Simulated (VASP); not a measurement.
OSZICAR of a VASP run on CeO2 (space group Fm-3m):

File OSZICAR:
```
       N       E                     dE             d eps       ncg     rms          rms(c)
DAV:   1     0.214979662469E+03    0.21498E+03   -0.10233E+04   320   0.164E+03
DAV:   2    -0.572753326457E+01   -0.22071E+03   -0.21381E+03   528   0.286E+02
DAV:   3    -0.305034816791E+02   -0.24776E+02   -0.21415E+02   400   0.126E+02
DAV:   4    -0.317051841069E+02   -0.12017E+01   -0.12015E+01   536   0.267E+01
DAV:   5    -0.317549362391E+02   -0.49752E-01   -0.49750E-01   528   0.456E+00    0.309E+01
DAV:   6    -0.293100773271E+02    0.24449E+01   -0.88848E+01   464   0.582E+01    0.250E+01
DAV:   7    -0.282469372130E+02    0.10631E+01   -0.16636E+02   480   0.125E+02    0.216E+01
DAV:   8    -0.274714933361E+02    0.77544E+00   -0.33574E+00   360   0.199E+01    0.138E+01
DAV:   9    -0.262997089420E+02    0.11718E+01   -0.66930E+00   480   0.214E+01    0.164E+00
DAV:  10    -0.262885405916E+02    0.11168E-01   -0.24136E-01   552   0.390E+00    0.120E+00
DAV:  11    -0.262744670970E+02    0.14073E-01   -0.35034E-02   456   0.177E+00    0.121E+00
DAV:  12    -0.262609480942E+02    0.13519E-01   -0.76310E-02   328   0.177E+00    0.881E-01
DAV:  13    -0.262602041162E+02    0.74398E-03   -0.12391E-01   528   0.358E+00    0.964E-01
DAV:  14    -0.262572236240E+02    0.29805E-02   -0.21067E-02   424   0.143E+00    0.300E-01
DAV:  15    -0.262572877986E+02   -0.64175E-04   -0.59149E-04   472   0.181E-01    0.161E-01
DAV:  16    -0.262572767708E+02    0.11028E-04   -0.19438E-04   400   0.939E-02    0.128E-01
DAV:  17    -0.262572352871E+02    0.41484E-04   -0.19888E-04   536   0.133E-01    0.312E-02
DAV:  18    -0.262572303301E+02    0.49569E-05   -0.22797E-05   448   0.442E-02    0.970E-03
DAV:  19    -0.262572292677E+02    0.10625E-05   -0.28363E-06   320   0.173E-02    0.144E-03
DAV:  20    -0.262572291964E+02    0.71240E-07   -0.27891E-07   208   0.565E-03
   1 F= -.26257229E+02 E0= -.26257229E+02  d E =-.101633E-08
```

### Question
Which electronic solver shows in the log?

### Answer
It is blocked Davidson (ALGO = Normal, or the opening steps of other solvers). The INCAR had ALGO = Normal.

### Question
How was spin treated?

### Answer
Without spin polarisation: there is no mag entry.

### Question
Can the final energy be trusted as converged?

### Answer
The calculation finished and met its thresholds. It stopped with EDIFF = 1E-6, NELM = 100 (PBE GGA, plane waves, VASP's PBE PAW potentials (set 64)).

The structure comes from a computed database's CeO2 entry; how it stands against other phases isn't given here. The cell was not relaxed at this level. The run is one of a series of settings (KPOINTS 5×5×5 Γ-centred mesh against the base run), some of them coarse on purpose. The run is not spin-polarised, so no magnetic state was tried.
